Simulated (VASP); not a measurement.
# MnBr2 (P-3m1) in VASP: a series of runs

One crystal, MnBr2, is run at these levels: LDA+U; tasks: single point.

Program: VASP 6.6.1. These are calculated values, not measurements. Logs are shortened: lines on timing, memory, paths and dates and some standing lists are left out, and cuts for length are marked.

## Step 1: Starting point

Symmetry: P-3m1, No. 164, trigonal system. The conventional cell has a = 3.820 Å, b = 3.820 Å, c = 6.190 Å, α = 90.00°, β = 90.00°, γ = 120.00°. Mn (site symmetry -3m) is surrounded by 6 Br at 2.69 Å. Br (site symmetry 3m) is surrounded by 3 Mn at 2.69 Å.

## Step 2: Single point, LDA+U, collinear spin, typed start

INCAR

```
PREC = Accurate
ENCUT = 520
EDIFF = 1E-7
ISMEAR = 0
SIGMA = 0.05
LREAL = False
LASPH = True
NELM = 150
ALGO = Normal
ISIF = 2
LWAVE = False
LCHARG = True
ISPIN = 2
MAGMOM = 5 -5 0 0 0 0
LORBIT = 11
LMAXMIX = 4
LDAU = True
LDAUTYPE = 2
LDAUL = 2 -1
LDAUU = 8 0
LDAUJ = 0 0
LDAUPRINT = 1
GGA = CA
LELF = True
LVHAR = True
NBANDS = 40
```

KPOINTS

```
regular mesh
0
Gamma
  6 6 2
```

POSCAR

```
MnBr2
1.0
    3.8200014300      0.0000000000      0.0000000000
   -1.9100007100      3.3082182800      0.0000000000
    0.0000000000      0.0000000000     12.3800004800
Mn Br
2 4
Direct
    0.0000000000      0.0000000000      0.0000000000
    0.0000000000      0.0000000000      0.5000000000
    0.3333333333      0.6666666667      0.1250000000
    0.6666666667      0.3333333333      0.3750000000
    0.3333333333      0.6666666667      0.6250000000
    0.6666666667      0.3333333333      0.8750000000
```

Potentials or basis: VASP PAW LDA potentials, release 64 (Mn_pv, Br).

Command:

```bash
$ cat potpaw_LDA.64/Mn_pv/POTCAR potpaw_LDA.64/Br/POTCAR > POTCAR
$ mpirun -np 1 vasp_std > vasp.out
```

OUTCAR:

```text
PREC = Accurate
   ENCUT = 520
   EDIFF = 1E-7
   ISMEAR = 0
   LREAL = False
   LASPH = True
   NELM = 150
   ISIF = 2
   ISPIN = 2
   LORBIT = 11
   GGA = CA

 ion  position               nearest neighbor table
   1  0.000  0.000  0.000-   3 2.69   6 2.69   3 2.69   6 2.69   6 2.69   3 2.69
   2  0.000  0.000  0.500-   4 2.69   5 2.69   5 2.69   4 2.69   4 2.69   5 2.69
   3  0.333  0.667  0.125-   1 2.69   1 2.69   1 2.69
   4  0.667  0.333  0.375-   2 2.69   2 2.69   2 2.69
   5  0.333  0.667  0.625-   2 2.69   2 2.69   2 2.69
   6  0.667  0.333  0.875-   1 2.69   1 2.69   1 2.69

  LATTYP: Found a hexagonal cell.
 ALAT       =     3.8200014300
 C/A-ratio  =     3.2408366088

  Lattice vectors:

 A1 = (   3.8200014300,   0.0000000000,   0.0000000000)
 A2 = (  -1.9100007100,   3.3082182800,   0.0000000000)
 A3 = (   0.0000000000,   0.0000000000,  12.3800004800)

Analysis of symmetry for initial positions (statically):
=====================================================================
 Subroutine PRICEL returns following result:

  LATTYP: Found a hexagonal cell.
 ALAT       =     3.8200014300
 C/A-ratio  =     1.6204183044
[... 12 lines left out ...]
 Subroutine GETGRP returns: Found 12 space group operations
 (whereof 12 operations were pure point group operations)
 out of a pool of 24 trial point group operations.

The static configuration has the point symmetry D_3d.

Analysis of symmetry for dynamics (positions and initial velocities):
=====================================================================
 Subroutine PRICEL returns following result:

  LATTYP: Found a hexagonal cell.
 ALAT       =     3.8200014300
 C/A-ratio  =     1.6204183044
[... 12 lines left out ...]
 Subroutine GETGRP returns: Found 12 space group operations
 (whereof 12 operations were pure point group operations)
 out of a pool of 24 trial point group operations.

The dynamic configuration has the point symmetry D_3d.

Analysis of structural, dynamic, and magnetic symmetry:
=====================================================================
 Subroutine PRICEL returns following result:

  LATTYP: Found a hexagonal cell.
 ALAT       =     3.8200014300
 C/A-ratio  =     1.6204183044
[... 12 lines left out ...]
 Subroutine GETGRP returns: Found 12 space group operations
 (whereof 12 operations were pure point group operations)
 out of a pool of 24 trial point group operations.

The overall configuration has the point symmetry D_3d.

 Subroutine INISYM returns: Found 12 space group operations
 (whereof 12 operations are pure point group operations),
 and found     2 'primitive' translations

----------------------------------------------------------------------------------------

                                     Primitive cell

  volume of cell :      78.2255

  direct lattice vectors                    reciprocal lattice vectors
     3.820001430  0.000000000  0.000000000     0.261780007  0.151138757  0.000000000
    -1.910000710  3.308218280  0.000000000     0.000000000  0.302277515  0.000000000
     0.000000000  0.000000000  6.190000240     0.000000000  0.000000000  0.161550882

  length of vectors
     3.820001430  3.820001427  6.190000240     0.302277515  0.302277515  0.161550882

  position of ions in fractional coordinates (direct lattice)
[... 140 lines left out ...]
  o =  0.0525  v =  0.0000  0.0000  0.0000  0.0000  0.0000 -0.4512  0.5198  0.0000  0.6184 -0.3793      0.0000  0.0000  0.0000  0.0000  0.0000  0.0000  0.0000  0.0000  0.0000  0.0000
  o =  0.9456  v = -0.5264  0.4402 -0.0000 -0.3700  0.6263  0.0000  0.0000  0.0000  0.0000  0.0000      0.0000  0.0000  0.0000  0.0000  0.0000  0.0000  0.0000  0.0000  0.0000  0.0000
  o =  0.9456  v = -0.6263 -0.3700 -0.0000 -0.4402 -0.5264  0.0000  0.0000  0.0000  0.0000  0.0000      0.0000  0.0000  0.0000  0.0000  0.0000  0.0000  0.0000  0.0000  0.0000  0.0000
  o =  0.9463  v =  0.0000  0.0000 -1.0000  0.0000  0.0000  0.0000  0.0000  0.0000  0.0000  0.0000      0.0000  0.0000  0.0000  0.0000  0.0000  0.0000  0.0000  0.0000  0.0000  0.0000
  o =  0.9700  v =  0.3700  0.6263 -0.0000 -0.5264 -0.4402  0.0000  0.0000  0.0000  0.0000  0.0000      0.0000  0.0000  0.0000  0.0000  0.0000  0.0000  0.0000  0.0000  0.0000  0.0000
  o =  0.9700  v = -0.4402  0.5264  0.0000  0.6263 -0.3700  0.0000  0.0000  0.0000  0.0000  0.0000      0.0000  0.0000  0.0000  0.0000  0.0000  0.0000  0.0000  0.0000  0.0000  0.0000

atom =   2  type =  1  l = 2

 onsite density matrix

spin component  1

  0.0241  0.0000 -0.0000 -0.0208 -0.0000
  0.0000  0.0374  0.0000  0.0000 -0.0208
 -0.0000  0.0000  0.0088  0.0000 -0.0000
 -0.0208  0.0000  0.0000  0.0374 -0.0000
 -0.0000 -0.0208 -0.0000 -0.0000  0.0241

spin component  2

  0.9537  0.0000 -0.0000 -0.0115  0.0000
  0.0000  0.9620  0.0000  0.0000 -0.0115
 -0.0000  0.0000  0.9463  0.0000 -0.0000
 -0.0115  0.0000  0.0000  0.9620 -0.0000
  0.0000 -0.0115 -0.0000 -0.0000  0.9537

 occupancies and eigenvectors

  o =  0.0088  v = -0.0000 -0.0000 -1.0000 -0.0000 -0.0000  0.0000  0.0000  0.0000  0.0000  0.0000      0.0000  0.0000  0.0000  0.0000  0.0000  0.0000  0.0000  0.0000  0.0000  0.0000
  o =  0.0089  v =  0.5198 -0.4512 -0.0000  0.3793 -0.6184  0.0000  0.0000  0.0000  0.0000  0.0000      0.0000  0.0000  0.0000  0.0000  0.0000  0.0000  0.0000  0.0000  0.0000  0.0000
  o =  0.0089  v =  0.6184  0.3793 -0.0000  0.4512  0.5198  0.0000  0.0000  0.0000  0.0000  0.0000      0.0000  0.0000  0.0000  0.0000  0.0000  0.0000  0.0000  0.0000  0.0000  0.0000
  o =  0.0525  v =  0.3793  0.6184 -0.0000 -0.5198 -0.4512  0.0000  0.0000  0.0000  0.0000  0.0000      0.0000  0.0000  0.0000  0.0000  0.0000  0.0000  0.0000  0.0000  0.0000  0.0000
  o =  0.0525  v = -0.4512  0.5198  0.0000  0.6184 -0.3793  0.0000  0.0000  0.0000  0.0000  0.0000      0.0000  0.0000  0.0000  0.0000  0.0000  0.0000  0.0000  0.0000  0.0000  0.0000
  o =  0.9456  v =  0.0000  0.0000  0.0000  0.0000  0.0000 -0.5264  0.4402 -0.0000 -0.3700  0.6263      0.0000  0.0000  0.0000  0.0000  0.0000  0.0000  0.0000  0.0000  0.0000  0.0000
  o =  0.9456  v =  0.0000  0.0000  0.0000  0.0000  0.0000 -0.6263 -0.3700 -0.0000 -0.4402 -0.5264      0.0000  0.0000  0.0000  0.0000  0.0000  0.0000  0.0000  0.0000  0.0000  0.0000
  o =  0.9463  v =  0.0000  0.0000  0.0000  0.0000  0.0000  0.0000  0.0000 -1.0000  0.0000  0.0000      0.0000  0.0000  0.0000  0.0000  0.0000  0.0000  0.0000  0.0000  0.0000  0.0000
  o =  0.9700  v =  0.0000  0.0000  0.0000  0.0000  0.0000  0.3700  0.6263 -0.0000 -0.5264 -0.4402      0.0000  0.0000  0.0000  0.0000  0.0000  0.0000  0.0000  0.0000  0.0000  0.0000
  o =  0.9700  v =  0.0000  0.0000  0.0000  0.0000  0.0000 -0.4402  0.5264  0.0000  0.6263 -0.3700      0.0000  0.0000  0.0000  0.0000  0.0000  0.0000  0.0000  0.0000  0.0000  0.0000

 number of electron      54.0000024 magnetization       0.0000000

 Free energy of the ion-electron system (eV)
  ---------------------------------------------------
  ext. energy  EPLUGINS =         0.00000000
  ---------------------------------------------------
  free energy    TOTEN  =       -27.83716832 eV

  energy without entropy =      -27.83716832  energy(sigma->0) =      -27.83716832

 E-fermi :   1.6087     XC(G=0):  -9.3637

 val. band max:        1.3219204492   @ k =   0.0000   0.0000   0.5000
 cond. band min:       5.0148815136   @ k =   0.0000   0.0000   0.0000
 fundamental gap:      3.6929610644
 Fermi energy:         1.6086710296

 spin component 1

 k-point     1 :       0.0000    0.0000    0.0000
  band No.  band energies     occupation
      1     -47.5720      1.00000
      2     -47.5720      1.00000
      3     -47.5667      1.00000
      4     -42.9694      1.00000
      5     -42.9694      1.00000
      6     -42.9621      1.00000
[... 577 lines left out ...]
     38       9.4719      0.00000
     39      10.0843      0.00000
 Fermi energy:         1.6086710296

 spin component 2

 k-point     1 :       0.0000    0.0000    0.0000
  band No.  band energies     occupation
      1     -47.5720      1.00000
      2     -47.5720      1.00000
      3     -47.5667      1.00000
      4     -42.9694      1.00000
      5     -42.9694      1.00000
      6     -42.9621      1.00000
[... 577 lines left out ...]
     38       9.4719      0.00000
     39      10.0843      0.00000
 [bands above 39 left out]

------------------------ aborting loop because EDIFF is reached ----------------------------------------

  FORCE on cell =-STRESS in cart. coord.  units (eV):
  Direction    XX          YY          ZZ          XY          YZ          ZX
  --------------------------------------------------------------------------------------
  -------------------------------------------------------------------------------------
  Total       -0.6285737     -0.6285737     -1.2708327     -0.0000000      0.0000000     -0.0000000
  in kB       -6.4370730     -6.4370730    -13.0142942     -0.0000000      0.0000000     -0.0000000
  external PRESSURE =      -8.6294801 kB  Pullay stress =       0.0000000 kB

 VOLUME and BASIS-vectors are now :
 -----------------------------------------------------------------------------
  energy-cutoff  :      520.00
  volume of cell :      156.45
      direct lattice vectors                 reciprocal lattice vectors
     3.820001430  0.000000000  0.000000000     0.261780007  0.151138757  0.000000000
    -1.910000710  3.308218280  0.000000000     0.000000000  0.302277515  0.000000000
     0.000000000  0.000000000 12.380000480     0.000000000  0.000000000  0.080775441

 POSITION                                       TOTAL-FORCE (eV/Angst)
 -----------------------------------------------------------------------------------
      0.00000      0.00000      0.00000        -0.000000     -0.000000      0.000000
      0.00000      0.00000      6.19000        -0.000000     -0.000000      0.000000
      0.00000      2.20548      1.54750         0.000000     -0.000000     -0.190781
      1.91000      1.10274      4.64250        -0.000000     -0.000000      0.190781
      0.00000      2.20548      7.73750        -0.000000      0.000000     -0.190781
      1.91000      1.10274     10.83250        -0.000000      0.000000      0.190781
 -----------------------------------------------------------------------------------
    total drift:                               -0.000000     -0.000000      0.000000

  FREE ENERGIE OF THE ION-ELECTRON SYSTEM (eV)
  ---------------------------------------------------
  free  energy   TOTEN  =       -27.8371683227 eV

  energy  without entropy=      -27.8371683227  energy(sigma->0) =      -27.83716832

 total charge

# of ion       s       p       d       tot
------------------------------------------
    1        0.218   6.160   4.892  11.271
    2        0.218   6.160   4.892  11.271
    3        1.613   3.254   0.016   4.883
    4        1.613   3.254   0.016   4.883
    5        1.613   3.254   0.016   4.883
    6        1.613   3.254   0.016   4.883
--------------------------------------------------
tot          6.888  25.338   9.848  42.074

 magnetization (x)

# of ion       s       p       d       tot
------------------------------------------
    1        0.030   0.023   4.634   4.687
    2       -0.030  -0.023  -4.634  -4.687
    3        0.004   0.021   0.003   0.028
    4       -0.004  -0.021  -0.003  -0.028
    5       -0.004  -0.021  -0.003  -0.028
    6        0.004   0.021   0.003   0.028
--------------------------------------------------
tot          0.000   0.000   0.000   0.000
```

Wall time 99 s (1 thread of AMD EPYC 9R45 (Zen 5), shared host); peak memory 0.27 GiB.

Results:

```yaml
Free_energy: -27.8372 eV
Pressure: -0.9 GPa
Largest_force: 0.191 eV/Å
Band_gap_on_the_k_mesh: 3.69 eV
Net_moment: 0.00 μB per cell
Site_moments: Mn +4.69, -4.69; Br +0.03, -0.03 μB
Valence_electrons_inside_the_program's_atomic_spheres: Mn 11.27; Br 4.88
```

Forces in eV/Å, atoms in the order of the input:
```
Mn   0.000  0.000  0.000
Mn   0.000  0.000  0.000
Br   0.000  0.000 -0.191
Br   0.000  0.000  0.191
Br   0.000  0.000 -0.191
Br   0.000  0.000  0.191
```

Stress tensor (GPa, compression positive):
```
-0.64  0.00  0.00
 0.00 -0.64  0.00
 0.00  0.00 -1.30
```

Levels at points of the mesh, in eV from the valence-band top:
Spin up:
```tsv
k point	band 25	band 26	band 27	band 28	band 29	band 30
(0.00, 0.00, 0.00)	-0.26	-0.01	-0.01	3.69	4.81	5.26
(0.50, 0.00, 0.00)	-1.15	-0.49	-0.20	4.20	4.62	5.52
(0.00, 0.00, 0.50)	-0.43	0.00	0.00	4.21	4.49	5.20
(0.50, 0.00, 0.50)	-1.10	-0.42	-0.21	4.22	4.56	5.15
```
Spin down:
```csv
k point,band 23,band 24,band 25,band 26,band 27,band 28,band 29,band 30,band 31,band 32
"(0.00, 0.00, 0.00)",-0.39,-0.39,-0.26,-0.01,-0.01,3.69,4.81,5.26,5.26,5.33
"(0.50, 0.00, 0.00)",-1.34,-1.32,-1.15,-0.49,-0.20,4.20,4.62,5.52,5.81,6.05
"(0.00, 0.00, 0.50)",-0.51,-0.43,-0.43,0.00,0.00,4.21,4.49,5.20,5.26,5.26
"(0.50, 0.00, 0.50)",-1.45,-1.20,-1.10,-0.42,-0.21,4.22,4.56,5.15,6.05,6.11
```

Eigenvalues of the final occupation matrices:
```csv
site,spin,trace,eigenvalues
site 1 d,1,4.78,0.95 0.95 0.95 0.97 0.97
site 1 d,2,0.13,0.01 0.01 0.01 0.05 0.05
site 2 d,1,0.13,0.01 0.01 0.01 0.05 0.05
site 2 d,2,4.78,0.95 0.95 0.95 0.97 0.97
```

Caveat: the cell's inner coordinates are idealised or old, which leaves forces on the atoms. The state reached can hang on the start; a lower one may exist.

## Step 3: Single point, LDA+U, collinear spin, twin_end start

INCAR

```
SYSTEM = MnBr2
ALGO = Fast
EDIFF = 1E-6
ENCUT = 520
GGA = CA
ISIF = 2
ISMEAR = 0
ISPIN = 2
LASPH = .TRUE.
LCHARG = .FALSE.
LDAU = .TRUE.
LDAUJ = 0 0
LDAUL = 2 -1
LDAUPRINT = 1
LDAUTYPE = 2
LDAUU = 8 0
LMAXMIX = 4
LORBIT = 11
LREAL = .FALSE.
LWAVE = .FALSE.
MAGMOM = 5.08 -5.08 0.03 -0.03 -0.03 0.03
NBANDS = 40
NELM = 150
PREC = Accurate
SIGMA = 0.05
```

KPOINTS

```
k-points
0
G
  6 6 2
  0 0 0
```

POSCAR is that of step 2.

Potentials or basis: VASP PAW LDA potentials, release 64 (Mn_pv, Br).

Command:

```bash
$ cat potpaw_LDA.64/Mn_pv/POTCAR potpaw_LDA.64/Br/POTCAR > POTCAR
$ mpirun -np 1 vasp_std > vasp.out
```

OUTCAR:

```text
SYSTEM = MnBr2
   EDIFF = 1E-6
   ENCUT = 520
   GGA = CA
   ISIF = 2
   ISMEAR = 0
   ISPIN = 2
   LASPH = .TRUE.
   LORBIT = 11
   LREAL = .FALSE.
   NELM = 150
   PREC = Accurate

 ion  position               nearest neighbor table
   1  0.000  0.000  0.000-   3 2.69   6 2.69   3 2.69   6 2.69   6 2.69   3 2.69
   2  0.000  0.000  0.500-   4 2.69   5 2.69   5 2.69   4 2.69   4 2.69   5 2.69
   3  0.333  0.667  0.125-   1 2.69   1 2.69   1 2.69
   4  0.667  0.333  0.375-   2 2.69   2 2.69   2 2.69
   5  0.333  0.667  0.625-   2 2.69   2 2.69   2 2.69
   6  0.667  0.333  0.875-   1 2.69   1 2.69   1 2.69

  LATTYP: Found a hexagonal cell.
 ALAT       =     3.8200014300
 C/A-ratio  =     3.2408366088

  Lattice vectors:

 A1 = (   3.8200014300,   0.0000000000,   0.0000000000)
 A2 = (  -1.9100007100,   3.3082182800,   0.0000000000)
 A3 = (   0.0000000000,   0.0000000000,  12.3800004800)

Analysis of symmetry for initial positions (statically):
[... 1478 lines left out ...]
  Total       -0.6384034     -0.6384034     -1.2800245     -0.0000000      0.0000000     -0.0000000
  in kB       -6.5377369     -6.5377369    -13.1084253     -0.0000000      0.0000000     -0.0000000
  external PRESSURE =      -8.7279664 kB  Pullay stress =       0.0000000 kB

 VOLUME and BASIS-vectors are now :
 -----------------------------------------------------------------------------
  energy-cutoff  :      520.00
  volume of cell :      156.45
      direct lattice vectors                 reciprocal lattice vectors
     3.820001430  0.000000000  0.000000000     0.261780007  0.151138757  0.000000000
    -1.910000710  3.308218280  0.000000000     0.000000000  0.302277515  0.000000000
     0.000000000  0.000000000 12.380000480     0.000000000  0.000000000  0.080775441

 POSITION                                       TOTAL-FORCE (eV/Angst)
 -----------------------------------------------------------------------------------
      0.00000      0.00000      0.00000        -0.000000     -0.000000      0.000000
      0.00000      0.00000      6.19000        -0.000000     -0.000000      0.000000
      0.00000      2.20548      1.54750         0.000000     -0.000000     -0.191018
      1.91000      1.10274      4.64250         0.000000      0.000000      0.191018
      0.00000      2.20548      7.73750        -0.000000     -0.000000     -0.191018
      1.91000      1.10274     10.83250        -0.000000     -0.000000      0.191018
 -----------------------------------------------------------------------------------
    total drift:                               -0.000000     -0.000000      0.000000

  FREE ENERGIE OF THE ION-ELECTRON SYSTEM (eV)
  ---------------------------------------------------
  free  energy   TOTEN  =       -27.8371684236 eV

  energy  without entropy=      -27.8371684236  energy(sigma->0) =      -27.83716842

 total charge

# of ion       s       p       d       tot
------------------------------------------
    1        0.218   6.160   4.892  11.271
    2        0.218   6.160   4.892  11.271
    3        1.613   3.254   0.016   4.883
    4        1.613   3.254   0.016   4.883
    5        1.613   3.254   0.016   4.883
    6        1.613   3.254   0.016   4.883
--------------------------------------------------
tot          6.888  25.338   9.848  42.074

 magnetization (x)

# of ion       s       p       d       tot
------------------------------------------
    1        0.030   0.023   4.634   4.687
    2       -0.030  -0.023  -4.634  -4.687
    3        0.004   0.021   0.003   0.028
    4       -0.004  -0.021  -0.003  -0.028
    5       -0.004  -0.021  -0.003  -0.028
    6        0.004   0.021   0.003   0.028
--------------------------------------------------
tot          0.000   0.000   0.000   0.000
```

stdout:

```text
POSCAR found type information on POSCAR MnBr
 POSCAR found :  2 types and       6 ions
 scaLAPACK will be used
 LDA part: xc-table for (Slater(with rela. corr.)+CA(PZ))
 , standard interpolation
 POSCAR, INCAR and KPOINTS ok, starting setup
 FFT: planning ... GRIDC
 FFT: planning ... GRID_SOFT
 FFT: planning ... GRID
 WAVECAR not read
 entering main loop
WARNING in EDDRMM: call to ZHEGV failed, returncode =   6  3     40
```

Run time: 1.7 min. Hardware: 1 thread of AMD EPYC 9R45 (Zen 5), shared host; peak memory 0.27 GiB.

Results:

| Quantity | Value |
| --- | --- |
| Free energy | -27.8372 eV |
| Pressure | -0.9 GPa |
| Largest force | 0.191 eV/Å |
| Band gap on the k mesh | 3.69 eV |
| Net moment | 0.00 μB per cell |
| Site moments | Mn +4.69, -4.69; Br +0.03, -0.03 μB |
| Valence electrons inside the program's atomic spheres | Mn 11.27; Br 4.88 |

Forces on the atoms (eV/Å):
```
Mn   0.000  0.000  0.000
Mn   0.000  0.000  0.000
Br   0.000  0.000 -0.191
Br   0.000  0.000  0.191
Br   0.000  0.000 -0.191
Br   0.000  0.000  0.191
```

Stress tensor (GPa, compression positive):
```
-0.65  0.00  0.00
 0.00 -0.65  0.00
 0.00  0.00 -1.31
```

Eigenvalues of the final occupation matrices:
```csv
site,spin,trace,eigenvalues
site 1 d,1,4.78,0.95 0.95 0.95 0.97 0.97
site 1 d,2,0.13,0.01 0.01 0.01 0.05 0.05
site 2 d,1,0.13,0.01 0.01 0.01 0.05 0.05
site 2 d,2,4.78,0.95 0.95 0.95 0.97 0.97
```

Caveat: the cell's inner coordinates are idealised or old, which leaves forces on the atoms.
